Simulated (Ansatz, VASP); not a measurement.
**Cross-check of MoS2 between VASP and Ansatz**

Aim: how closely do two programs agree when they are given the same cell, functional and k mesh? The cell is taken from a series of runs on this material, whose earlier steps may have relaxed, scaled, displaced or heated it; both programs get it as it stands.

Calculated with Ansatz 0.2.0; plane waves, with VASP 6.6.1 beside it; dielectric response at PBEsol.

**1. The starting structure**

It takes space group P6_3/mmc (No. 194, hexagonal). The conventional cell has a = 3.169 Å, b = 3.169 Å, c = 12.324 Å, α = 90.00°, β = 90.00°, γ = 120.00°. Mo has 6 S at 2.41 Å nearest. Nearest to S lie 3 Mo at 2.41 Å. Farther neighbours and most contacts between anions are not listed.

**2. Ansatz: dielectric response, PBEsol**

Ansatz runs on its default PAW (the set named soft_2) files.

The response to a field tests empty states and converges slowly with the mesh.

Input file input.yaml:

```yaml
crystal:
  lattice:
    - [3.169, 0.0, 0.0]
    - [-1.5845, 2.7444345046, 0.0]
    - [0.0, 0.0, 12.324]
  atoms:
    - { symbol: Mo, position: [0.6666666667, 0.3333333333, 0.75] }
    - { symbol: Mo, position: [0.3333333333, 0.6666666667, 0.25] }
    - { symbol: S, position: [0.6666666667, 0.3333333333, 0.377] }
    - { symbol: S, position: [0.3333333333, 0.6666666667, 0.877] }
    - { symbol: S, position: [0.6666666667, 0.3333333333, 0.123] }
    - { symbol: S, position: [0.3333333333, 0.6666666667, 0.623] }
kpoints:
  mp_grid: { grid: [11, 11, 3] }
scf:
  occupations: { method: fixed }
hamiltonian:
  xc: pbesol
  pseudopotentials: { kind: paw }
dielectric:
  field_mesh: kpoints
```

Launch:

```sh
ansatz run input.yaml --threads 4 --pin off --max-ram 8192MiB --backend cpu --events-out ev --progress --plain --runs-dir out
```

Numbers of over 12 decimals in the logs are rounded to 6 here.

Log:

```text
Engine: ansatz 0.2.0, x86_64-unknown-linux-gnu
Pseudopotentials: kind: paw
Pseudopotential: Mo, paw, valence charge 14, recommended cutoff 420 eV (normal), Mo.paw.azcp
Pseudopotential: S, paw, valence charge 6, recommended cutoff 420 eV (normal), S.paw.azcp
Functional definition: PBEsol
  exchange = pbesol_x
  correlation = pbesol_c
Crystal: 6 atoms, lattice volume = 107.183 Å³
Basis set: ecut = 420 eV, 2081 PW (Γ), exchange–correlation on 48×48×180 points (8 copies of the dense FFT grid, shifted against one another)
Bands: 32, of which v1, the nominal top of the filled ones, is band 26 counted from 1 (25 counted from 0)
Symmetry: 24 space group operations
k-points: 102 of 363 (irreducible under 2 space group operations, time reversal used)
Non-local potential: Mo, projectors of the file, l = 0: 3, l = 1: 2, l = 2: 2, l = 3: 1
Non-local potential: S, projectors of the file, l = 0: 2, l = 1: 2, l = 2: 2
PAW form: soft (Blöchl's): semilocal exchange-correlation on the pseudo side does not see the compensation charge
PAW frozen core: Mo, regenerated for the run's functional, and the local potential with it (the file was generated under x = pbe(κ = 0.804, μ = 0.219515), c = pbe(β = 0.066725))
PAW frozen core: S, regenerated for the run's functional, and the local potential with it (the file was generated under x = pbe(κ = 0.804, μ = 0.219515), c = pbe(β = 0.066725))
PAW one-centre angular grid: Mo, 590 points (default); XC on 64 Gauss nodes
PAW one-centre angular grid: S, 110 points (default); XC on 64 Gauss nodes
Initial density: superposition of atomic densities (neutral atoms: chi_scale 0, normalization atom), corrected by the library's trained network
Initial wavefunctions: pseudopotential atomic-orbital guess
Functional: x = pbesol(κ = 0.804, μ = 0.123457), c = pbesol(β = 0.046)
SCF iter   1: F=—  HF=-13340.309371 eV  |F-HF|=—  |Δ(HF+E_count)|=         —  Δρ=6.62e-3  dr2=3.26e-2  ethr=1.77e-3  ⟨swp⟩=5.0  Hψ=11864  notcnv=0  defer=341
preconditioner: auto → Resta (q_TF=auto, 2.418 Å⁻¹)  ε∞=8.7  [insulator: Δε(μ)=0.826 eV  Ē_g=7.733 eV  n_scr=26 (ndim 8)  ℏωp=21.5 eV  f_vac=0.016  ε∞_Penn≈8.7]
SCF iter   2: F=—  HF=-13340.312235 eV  |F-HF|=—  |Δ(HF+E_count)|=   2.86e-3  Δρ=3.59e-3  dr2=6.79e-3  ethr=6.26e-5  ⟨swp⟩=2.8  Hψ=6044  notcnv=0  defer=405
SCF iter   3: F=—  HF=-13340.313707 eV  |F-HF|=—  |Δ(HF+E_count)|=   1.47e-3  Δρ=1.67e-3  dr2=1.71e-3  ethr=1.31e-5  ⟨swp⟩=2.2  Hψ=4603  notcnv=0  defer=408
SCF iter   4: F=—  HF=-13340.314139 eV  |F-HF|=—  |Δ(HF+E_count)|=   4.31e-4  Δρ=1.83e-4  dr2=8.85e-5  ethr=3.29e-6  ⟨swp⟩=2.0  Hψ=4952  notcnv=0  defer=408
SCF iter   5: F=—  HF=-13340.314159 eV  |F-HF|=—  |Δ(HF+E_count)|=   2.02e-5  Δρ=5.00e-5  dr2=4.85e-6  ethr=1.70e-7  ⟨swp⟩=2.0  Hψ=4348  notcnv=0  defer=159
SCF iter   6: F=—  HF=-13340.314161 eV  |F-HF|=—  |Δ(HF+E_count)|=   2.58e-6  Δρ=1.25e-5  dr2=3.84e-7  ethr=9.33e-9  ⟨swp⟩=2.0  Hψ=4410  notcnv=0  defer=157
SCF iter   7: F=—  HF=-13340.314162 eV  |F-HF|=—  |Δ(HF+E_count)|=   3.19e-7  Δρ=3.34e-6  dr2=1.44e-8  ethr=7.39e-10  ⟨swp⟩=2.0  Hψ=4859  notcnv=0  defer=157
SCF iter   8: F=—  HF=-13340.314162 eV  |F-HF|=—  |Δ(HF+E_count)|=   1.57e-8  Δρ=5.74e-7  dr2=3.28e-10  ethr=2.77e-11  ⟨swp⟩=2.0  Hψ=4833  notcnv=0  defer=157
SCF iter   9: F=-13340.314162 eV  HF=-13340.314162 eV  |F-HF|=1.27e-11  |Δ(HF+E_count)|=  4.31e-10  Δρ=1.00e-7  dr2=1.20e-11  ethr=1.00e-12  ⟨swp⟩=9.1  Hψ=12023  notcnv=0
SCF 1 converged in 9 iterations: F = -13340.314162 eV  dr2 = 1.20e-11
  greatest PAW one-centre occupation: 0.999 electrons in one spin orbital (limit 2), on the Mo atom at site 1 (counted from 0), in its partial waves of l = 0
NSCF: frozen V_eff on 7 k-points
DFPT response loops at Γ: preconditioner auto → Resta (q_TF=auto, 2.418 Å⁻¹)  ε∞=8.5 (no band partly filled); β = 1.00, the filter's whole step (`scf.mixing.beta` (0.50) is not read by the response loops at its default; to damp them type it under 1.00, their step now; it binds the ground state too); Broyden in place of MSR1
SCF converged after 9 iterations
Free energy (F): -13340.314162 eV
Harris-Foulkes:  -13340.314162 eV  (|F-HF|=1.27e-11)
Internal energy: -13340.314162 eV  (E = F + TS)
E sigma→0 (E₀):  -13340.314162 eV
Fermi energy:    10.815252 eV
--- Per-component energies (eV) ---
  E_band       = -316.093442
  E_kinetic    = 1309.841561
  E_local      = -3925.040574  (includes V_loc(G=0)·N_el)
  E_nonlocal   = 402.655522
  E_hartree    = 1506.790117
  E_xc         = -750.418152
  E_vxc        = -807.937807  (∫ρ·V_xc dr)
  E_paw        = -8623.592658  (= ΣΔE_a)
  E_vpaw       = -309.192404  (= ΣTr[D̂ρ^β])
  E_aug_tail   = 0.000074  (compensation charges beyond the density's cutoff)
  E_ewald      = -3261.216446
  E_core_change = 0.666396  (= ΣΔE_core)
  E_smearing   = -0.000000  (= −TS)
  E_closure    = -0.000000  (closes the sum)
  Σ components = -13340.314162   (vs F -13340.314162, Δ=0.00e0)
--- Band table (eV; the first three rows and the last of 102) ---
  k-point 0: bands = [... 22 lower, 8.6791, 9.6287, 9.6422, 10.8153, 12.9068, 12.9068, 12.9344, 12.9344, ... 2 higher]
  k-point 1: bands = [... 22 lower, 8.6674, 8.7125, 10.3196, 10.6995, 12.9084, 12.9084, 12.9197, 12.9197, ... 2 higher]
  k-point 2: bands = [... 22 lower, 8.7663, 9.6418, 9.7957, 10.5699, 12.7598, 12.8152, 12.8459, 12.9339, ... 2 higher]
  k-point 101: bands = [... 22 lower, 8.5549, 8.6896, 9.4626, 9.4937, 12.0707, 12.4266, 12.7901, 12.7969, ... 2 higher]
--- Dielectric response (ions clamped): 2 representative field directions + reference, on 102 of 363 k-points (Σ response iterations 19) ---
  k mesh reduced under 2 symmetry operations, with k and −k counted as one. Each operation leaves every solved perturbation unchanged. A smaller set is not considered because the run solves the response to a homogeneous field
  ε∞ (high-frequency dielectric tensor):
       15.345685     0.000000     0.000000
        0.000000    15.345685    -0.000000
       -0.000000    -0.000000     6.662642
  Born effective charges Z* (e; rows j = field, columns β = displacement):
    site 0:
        -1.06604    0.00000    0.00000
         0.00000   -1.06604   -0.00000
        -0.00000   -0.00000   -0.69858
    site 1:
        -1.06604   -0.00000   -0.00000
         0.00000   -1.06604    0.00000
         0.00000   -0.00000   -0.69858
    site 2:
         0.53302    0.00000    0.00000
         0.00000    0.53302   -0.00000
         0.00000   -0.00000    0.34929
    site 3:
         0.53302   -0.00000   -0.00000
         0.00000    0.53302    0.00000
        -0.00000    0.00000    0.34929
    site 4:
         0.53302   -0.00000    0.00000
         0.00000    0.53302    0.00000
        -0.00000    0.00000    0.34929
    site 5:
         0.53302    0.00000    0.00000
         0.00000    0.53302   -0.00000
         0.00000   -0.00000    0.34929
  Z* charge neutrality: 6.600e-6 e pre-enforcement
  k-mesh period / interband length: 34.9 Å / 2.17 Å = 16.04 at k = (0.3636, 0.2727, 0.0000), direct gap 1.816 eV — 14 or more, which is no proof of convergence
```

(Continued in part 2 of 2.)

[Lines on the potential files, build, host, timing and source positions are cut from VASP's logs without a mark.]

[Logs are printed without paths, hosts, clocks, repeated set-up lines and the standing remarks that a program may print on its own settings, such as how far it seeks lower states.]

[Hosts, paths, dates, database ids (printed as entryN), source tags and the programs' standing remarks are cut or masked in the printed files.]
